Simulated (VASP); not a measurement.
TiMoSe4:

```xyz
6
Lattice="6.0000 0.0000 0.0000 0.0000 3.4500 0.0000 0.0000 0.0000 6.7000" Properties=species:S:1:pos:R:3 pbc="T T T"
Ti    0.0000    0.0000    0.0000
Mo    3.0000    1.7250    0.0000
Se    4.0000    0.0000    1.5745
Se    2.0000    0.0000    5.1255
Se    5.0000    1.7250    5.1255
Se    1.0000    1.7250    1.5745
```

The cell was built by a generator and needn't be a form met in nature.

```yaml
Program: VASP 6.6.1
Task: relaxation of cell and atoms
Functional: PBE
Potentials_or_basis: VASP PAW PBE potentials, release 64 (Ti_sv, Mo_sv, Se)
Cutoff: 520 eV
k_mesh: 3 × 4 × 2
Occupations: gaussian, width 0.15 eV
Spin: no spin polarisation
```

At the start: pressure 1.3 GPa; volume 23.11 Å³/atom.

Problem. Where does the relaxation end?

Solution. Over 7 steps the energy falls by 14.5 meV/atom and the volume is 22.89 Å³/atom (-1.0 %); space group P2/m (No. 10, to 0.05 Å).

The path:
| step | energy change (eV) | largest force (eV/Å) | pressure (GPa) | volume (Å³) |
| --- | --- | --- | --- | --- |
| 1 | 0.0000 | 0.6097 | 1.26 | 138.69 |
| 2 | -0.0428 | 0.3424 | -2.59 | 142.33 |
| 3 | -0.0555 | 0.0804 | -1.55 | 141.15 |
| 4 | -0.0866 | 0.0881 | -0.32 | 138.20 |
| 5 | -0.0870 | 0.0955 | -0.21 | 137.76 |
| 6 | -0.0869 | 0.1069 | -0.16 | 137.66 |
| 7 | -0.0872 | 0.0527 | 0.35 | 137.34 |

Final structure:
```yaml
crystal:
  lattice:
    - [5.84132, 0.00000, -0.02790]
    - [0.00000, 3.41699, 0.00000]
    - [-0.03111, 0.00000, 6.88110]
  atoms:
    - { symbol: Ti, position: [0.00000, 0.00000, 0.00000] }
    - { symbol: Mo, position: [0.50000, 0.50000, 0.00000] }
    - { symbol: Se, position: [0.66772, 0.00000, 0.23879] }
    - { symbol: Se, position: [0.33228, 0.00000, 0.76121] }
    - { symbol: Se, position: [0.83554, 0.50000, 0.76191] }
    - { symbol: Se, position: [0.16446, 0.50000, 0.23809] }
```

Caveat: the k mesh is coarse (spacing up to 0.47 Å⁻¹), so the values aren't converged; this functional lacks dispersion, which binds the layers, so the pressure and a relaxed spacing across them are unreliable.
